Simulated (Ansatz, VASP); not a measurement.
# Two plane-wave programs on Al3Cl

```
Al Cl
1.0
     2.85676    0.00000    0.00000
    -1.42838    2.47403    0.00000
     0.00000    0.00000   20.10138
Al Cl
3 1
Direct
  0.66667 0.33333 0.19899
  0.33333 0.66667 0.31345
  0.00000 0.00000 0.42790
  0.00000 0.33333 0.52424
```

Alike in both runs: functional PBE; k mesh 9 × 9 × 1; occupations gaussian, width 0.1 eV; no spin polarisation.

Ansatz relaxed the structure, and its values are those at the end. VASP's run is a single point on that final structure, the one shown.

```csv
,VASP,Ansatz
version,VASP 6.6.1,Ansatz 0.2.0
potentials or method,"VASP PAW PBE potentials, release 64 (Al, Cl)","scalar-relativistic, plane waves, PAW"
plane-wave cutoff (eV),520,420
valence electrons in the cell,16,16
```

Ansatz gave:

* gap on the k mesh at the Fermi level (eV): none
* rms of the force components (eV/Å): 0.138

Task: What did VASP give for the same quantities?

Result: gap on the k mesh at the Fermi level (eV): none; rms of the force components (eV/Å): 0.135.

A gap of «none» marks a metal or a gap that the smearing closes. With one functional, cell and mesh, what is left measures potentials, basis and numerics.
